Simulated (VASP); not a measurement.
The system is Sc3Al5N8.

```
CELL_PARAMETERS angstrom
6.44900 0.00000 0.00000
-3.22450 5.58500 0.00000
0.00000 0.00000 4.94450
ATOMIC_POSITIONS crystal
Sc 0.16667 0.33333 0.00000
Sc 0.83333 0.16667 0.50000
Sc 0.83333 0.66667 0.50000
Al 0.16667 0.83333 0.00000
Al 0.66667 0.33333 0.00000
Al 0.66667 0.83333 0.00000
Al 0.33333 0.16667 0.50000
Al 0.33333 0.66667 0.50000
N 0.16667 0.33333 0.38200
N 0.16667 0.83333 0.38200
N 0.66667 0.33333 0.38200
N 0.66667 0.83333 0.38200
N 0.33333 0.16667 0.88200
N 0.33333 0.66667 0.88200
N 0.83333 0.16667 0.88200
N 0.83333 0.66667 0.88200
```

The cell comes from a database or a generator and needn't be the stable form of this composition.

| Quantity | Value |
| --- | --- |
| Program | VASP 6.6.1 |
| Task | relaxation of cell and atoms |
| Functional | PBE |
| Potentials or basis | VASP PAW PBE potentials, release 64 (Sc_sv, Al, N) |
| Cutoff | 520 eV |
| k mesh | 4 × 4 × 5 |
| Occupations | gaussian, width 0.03 eV |
| Spin | no spin polarisation |

At the start: pressure 19.4 GPa; volume 11.13 Å³/atom.

Problem. How do energy, volume and symmetry change on relaxing?

Solution. Over 15 steps the energy falls by 179.6 meV/atom and the volume is 11.98 Å³/atom (+7.6 %); space group Cm (No. 8, to 0.05 Å).

Step by step:
```tsv
step	energy change (eV)	largest force (eV/Å)	pressure (GPa)	volume (Å³)
1	0.0000	4.4920	19.45	178.09
2	-1.2963	1.1074	-15.71	215.15
3	-2.5739	0.8986	-4.41	197.72
4	-2.5755	0.9465	-3.97	197.22
5	-2.8455	0.2796	0.46	191.50
6	-2.8460	0.3031	0.69	191.24
7	-2.8637	0.1770	-0.13	192.08
8	-2.8641	0.1636	-0.27	192.23
9	-2.8690	0.0675	-0.02	191.90
10	-2.8699	0.0742	0.12	191.70
11	-2.8723	0.0584	-0.05	191.80
12	-2.8724	0.0576	-0.08	191.83
13	-2.8731	0.0273	0.02	191.67
14	-2.8731	0.0293	0.03	191.66
15	-2.8733	0.0192	-0.01	191.71
```

Final structure:
```
Sc Al N
1.0
     6.62469    0.02716   -0.01074
    -3.28883    5.69642    0.00000
    -0.00837   -0.00484    5.06813
Sc Al N
3 5 8
Direct
  0.17535 0.33767 0.98739
  0.82394 0.16197 0.48831
  0.83338 0.66669 0.48357
  0.17734 0.83867 0.99779
  0.65952 0.32776 0.99951
  0.65952 0.83176 0.99951
  0.33596 0.16309 0.49847
  0.33596 0.67287 0.49847
  0.18375 0.34188 0.41158
  0.18740 0.84370 0.37525
  0.64211 0.32328 0.37239
  0.64211 0.81883 0.37239
  0.34490 0.15575 0.87449
  0.34490 0.68915 0.87449
  0.81803 0.15901 0.91103
  0.83583 0.66792 0.91137
```
